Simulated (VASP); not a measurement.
Output of a VASP run:

File OSZICAR:
```
...
   4 F= -.16658027E+01 E0= -.16659998E+01  d E =-.165487E+00
       N       E                     dE             d eps       ncg     rms          rms(c)
DAV:   1    -0.106910642574E+02   -0.19034E-01   -0.24311E-02  3614   0.255E+00    0.245E-01
DAV:   2    -0.106903847279E+02    0.67953E-03   -0.17821E-03  4841   0.687E-01    0.666E-02
DAV:   3    -0.106903014256E+02    0.83302E-04   -0.40764E-04  4545   0.278E-01    0.358E-02
DAV:   4    -0.106903005121E+02    0.91356E-06   -0.12354E-05  4917   0.544E-02    0.619E-03
DAV:   5    -0.106903002252E+02    0.28692E-06   -0.37540E-06  3651   0.292E-02
   5 F= -.16657385E+01 E0= -.16659423E+01  d E =-.165423E+00
       N       E                     dE             d eps       ncg     rms          rms(c)
DAV:   1    -0.106891414087E+02    0.11591E-02   -0.98492E-02  3845   0.687E+00    0.204E-01
DAV:   2    -0.106890121813E+02    0.12923E-03   -0.68224E-03  5603   0.138E+00    0.131E-01
DAV:   3    -0.106886345486E+02    0.37763E-03   -0.12023E-03  6331   0.537E-01    0.210E-02
DAV:   4    -0.106886291384E+02    0.54101E-05   -0.64557E-05  5535   0.150E-01    0.101E-02
DAV:   5    -0.106886279937E+02    0.11447E-05   -0.29234E-06  2814   0.324E-02    0.299E-03
DAV:   6    -0.106886278409E+02    0.15274E-06   -0.38204E-07  1940   0.130E-02
   6 F= -.16661139E+01 E0= -.16663022E+01  d E =-.375399E-03
       N       E                     dE             d eps       ncg     rms          rms(c)
DAV:   1    -0.106867503375E+02    0.18777E-02   -0.23950E-01  3852   0.107E+01    0.319E-01
DAV:   2    -0.106864182944E+02    0.33204E-03   -0.16604E-02  5568   0.215E+00    0.205E-01
DAV:   3    -0.106854984032E+02    0.91989E-03   -0.29515E-03  6283   0.838E-01    0.330E-02
DAV:   4    -0.106854845485E+02    0.13855E-04   -0.15925E-04  5529   0.236E-01    0.158E-02
DAV:   5    -0.106854826679E+02    0.18807E-05   -0.80797E-06  4133   0.510E-02    0.364E-03
DAV:   6    -0.106854823613E+02    0.30652E-06   -0.39477E-07  1975   0.123E-02
   7 F= -.16663348E+01 E0= -.16665020E+01  d E =-.596341E-03
       N       E                     dE             d eps       ncg     rms          rms(c)
DAV:   1    -0.106416212818E+02    0.43861E-01   -0.17522E-01  3600   0.685E+00    0.663E-01
DAV:   2    -0.106367345113E+02    0.48868E-02   -0.12956E-02  4792   0.182E+00    0.180E-01
DAV:   3    -0.106361200710E+02    0.61444E-03   -0.29296E-03  4545   0.747E-01    0.979E-02
DAV:   4    -0.106361287124E+02   -0.86414E-05   -0.87095E-05  4875   0.143E-01    0.167E-02
DAV:   5    -0.106361257591E+02    0.29533E-05   -0.27772E-05  5258   0.769E-02    0.240E-03
DAV:   6    -0.106361248977E+02    0.86140E-06   -0.56854E-07  1947   0.163E-02
   8 F= -.16661937E+01 E0= -.16663374E+01  d E =0.141137E-03
       N       E                     dE             d eps       ncg     rms          rms(c)
DAV:   1    -0.106700295166E+02   -0.33904E-01   -0.71899E-02  3600   0.439E+00    0.422E-01
DAV:   2    -0.106680297969E+02    0.19997E-02   -0.53423E-03  4800   0.117E+00    0.115E-01
DAV:   3    -0.106677807537E+02    0.24904E-03   -0.12051E-03  4531   0.479E-01    0.619E-02
DAV:   4    -0.106677798490E+02    0.90474E-06   -0.36474E-05  4868   0.926E-02    0.107E-02
DAV:   5    -0.106677788677E+02    0.98125E-06   -0.11769E-05  5067   0.506E-02    0.154E-03
DAV:   6    -0.106677793518E+02   -0.48412E-06   -0.27570E-07  1919   0.116E-02
   9 F= -.16663989E+01 E0= -.16665576E+01  d E =-.640278E-04
```

OUTCAR:
```
------------------------ aborting loop because EDIFF is reached ----------------------------------------
  FORCE on cell =-STRESS in cart. coord.  units (eV):
  Direction    XX          YY          ZZ          XY          YZ          ZX
  --------------------------------------------------------------------------------------
  Total        9.0006887      9.0006863      9.0016794      0.0000000      0.0000000      0.0000000
  in kB      449.9654168    449.9652977    450.0149424      0.0000000      0.0000000      0.0000000
  external PRESSURE =      -0.0181144 kB  Pullay stress =     450.0000000 kB
  volume of cell :       32.05
      direct lattice vectors                 reciprocal lattice vectors
     1.438038333 -2.490755126  0.000000000     0.347695877 -0.200742335 -0.000000000
     1.438038333  2.490755126  0.000000000     0.347695877  0.200742335  0.000000000
     0.000000000 -0.000000000  4.473791056     0.000000000  0.000000000  0.223524073
 POSITION                                       TOTAL-FORCE (eV/Angst)
 -----------------------------------------------------------------------------------
      1.43804      0.83025      1.11845        -0.000000     -0.000000      0.000000
      1.43804     -0.83025      3.35534         0.000000      0.000000      0.000000
 -----------------------------------------------------------------------------------
    total drift:                                0.000000      0.000582     -0.000015
  FREE ENERGIE OF THE ION-ELECTRON SYSTEM (eV)
  ---------------------------------------------------
  free  energy   TOTEN  =       -10.6677793518 eV

  energy  without entropy=      -10.6682554510  energy(sigma->0) =      -10.66793805
  enthalpy is  TOTEN    =        -1.6663988637 eV   P V=        9.0013804881

 reached required accuracy - stopping structural energy minimisation
```
(Selected blocks of OUTCAR.)

**POSCAR**
```
Sc
1
    1.4918197117    -2.5839074061     0.0000000000
    1.4918197117     2.5839074061     0.0000000000
    0.0000000000     0.0000000000     4.5968614664
Sc
2
Direct
  0.3333330000   0.6666670000   0.2500000000
  0.6666670000   0.3333330000   0.7500000000
```

**Question.** Write an INCAR and KPOINTS that could have produced this output.

**Answer.** Several could match; the one computed here: the input of the run itself, PBE GGA, plane waves, VASP's PBE PAW potentials (set 64).

KPOINTS:
```
Automatic mesh
0
Gamma
14 14 8
0 0 0
```

**INCAR**
```
! general
SYSTEM =Sc
PREC   =Accurate
ENCUT  =500
LREAL  =F   ! projection in real space or not
LASPH  =T   ! aspherical one-centre terms

! electronic loop
EDIFF  =1E-6   ! SCF stop (eV)
NELM   =100   ! most electronic steps
ALGO   =Normal   ! blocked Davidson
LMAXMIX=4   ! l cut-off of mixed one-centre charges

! smearing
ISMEAR =1   ! Methfessel-Paxton
SIGMA  =0.1   ! width (eV)

! functional
GGA    =PE   ! PBE

! ions
IBRION =2
NSW    =40
ISIF   =3
EDIFFG =-0.02   ! ionic stop
PSTRESS=450

! output
LWAVE  =F
LCHARG =F
```

POTCAR, in this order: Sc_sv (PBE.64 set). Program: vasp_std.

Energy and stress use the plane-wave basis of the starting cell.

The compound is Sc in the hcp structure. This run relaxes it under an external pressure of 45 GPa. Symmetry was kept, so distortions that lower it aren't found.
